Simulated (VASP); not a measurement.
Method: PBE GGA, VASP's PBE PAW potentials (set 64) (plane waves; VASP 6.6.1).

A VASP calculation is set up with these files.

File POSCAR:
```
PtSe2
1
    1.8650000000    -3.2302750000     0.0000000000
    1.8650000000     3.2302750000     0.0000000000
    0.0000000000     0.0000000000     5.0800000000
Pt Se
1 2
Direct
  0.0000000000   0.0000000000   0.0000000000
  0.3333330000   0.6666670000   0.2550000000
  0.6666670000   0.3333330000   0.7450000000
```

INCAR:
```
ENCUT  =  400   # plane-wave cut-off (eV)
PREC  =  Accurate
SIGMA  =  0.05   # width (eV)
EDIFF  =  1E-6   # SCF stop (eV)
GGA  =  PE   # PBE
SYSTEM  =  PtSe2
ISMEAR  =  0
NELM  =  100   # most electronic steps
ALGO  =  Normal
ISIF  =  2
LWAVE  =  .FALSE.
LCHARG  =  .FALSE.
LMAXMIX  =  6   # l cut-off of mixed one-centre charges
LASPH  =  .TRUE.
LREAL  =  .FALSE.
```

**KPOINTS**
```
K-points
0
G
 6 6 4
```

POTCAR, in this order: Pt Se (PBE.64 set). Program: vasp_std.

What VASP printed:

### OSZICAR
```
       N       E                     dE             d eps       ncg     rms          rms(c)
DAV:   1     0.975044506064E+02    0.97504E+02   -0.88999E+03   760   0.104E+03
DAV:   2    -0.110221157146E+02   -0.10853E+03   -0.10630E+03   930   0.215E+02
DAV:   3    -0.149622228033E+02   -0.39401E+01   -0.39293E+01   860   0.446E+01
DAV:   4    -0.149919533241E+02   -0.29731E-01   -0.29713E-01   937   0.412E+00
DAV:   5    -0.149923019042E+02   -0.34858E-03   -0.34858E-03   860   0.418E-01    0.128E+01
DAV:   6    -0.144415873233E+02    0.55071E+00   -0.50734E+00   727   0.220E+01    0.788E+00
DAV:   7    -0.142386360846E+02    0.20295E+00   -0.95564E-01   727   0.104E+01    0.386E+00
DAV:   8    -0.142212208791E+02    0.17415E-01   -0.63050E-02   790   0.189E+00    0.883E-01
DAV:   9    -0.142185023420E+02    0.27185E-02   -0.94173E-03   846   0.104E+00    0.204E-01
DAV:  10    -0.142186622381E+02   -0.15990E-03   -0.11517E-03   811   0.305E-01    0.552E-02
DAV:  11    -0.142186655377E+02   -0.32996E-05   -0.17316E-04   881   0.137E-01    0.168E-02
DAV:  12    -0.142186653425E+02    0.19519E-06   -0.25847E-05   804   0.434E-02    0.660E-03
DAV:  13    -0.142186661556E+02   -0.81312E-06   -0.19583E-06   890   0.116E-02
   1 F= -.14218666E+02 E0= -.14217357E+02  d E =-.261748E-02
```

### OUTCAR
```
------------------------ aborting loop because EDIFF is reached ----------------------------------------
  FORCE on cell =-STRESS in cart. coord.  units (eV):
  Direction    XX          YY          ZZ          XY          YZ          ZX
  --------------------------------------------------------------------------------------
  Total        2.0776645      2.0776648      1.3189617      0.0000000      0.0000000     -0.0000000
  in kB       54.3843512     54.3843594     34.5247651      0.0000000      0.0000000     -0.0000000
  external PRESSURE =      47.7644919 kB  Pullay stress =       0.0000000 kB
  volume of cell :       61.21
      direct lattice vectors                 reciprocal lattice vectors
     1.865000000 -3.230275000  0.000000000     0.268096515 -0.154785583  0.000000000
     1.865000000  3.230275000  0.000000000     0.268096515  0.154785583  0.000000000
     0.000000000  0.000000000  5.080000000     0.000000000  0.000000000  0.196850394
 POSITION                                       TOTAL-FORCE (eV/Angst)
 -----------------------------------------------------------------------------------
      0.00000      0.00000      0.00000        -0.000000      0.000000      0.000000
      1.86500      1.07676      1.29540        -0.000000     -0.000000      0.203127
      1.86500     -1.07676      3.78460         0.000000      0.000000     -0.203127
 -----------------------------------------------------------------------------------
    total drift:                               -0.000000     -0.000000      0.000000
  FREE ENERGIE OF THE ION-ELECTRON SYSTEM (eV)
  ---------------------------------------------------
  free  energy   TOTEN  =       -14.2186661556 eV

  energy  without entropy=      -14.2160486729  energy(sigma->0) =      -14.21735741
```
(Selected blocks of OUTCAR.)

The compound is PtSe2 in the 1T layered structure. The cell was not relaxed at this level. The k-mesh is coarse (spacing up to 0.32 per Å, 2π included), so the numbers may not be converged in it.
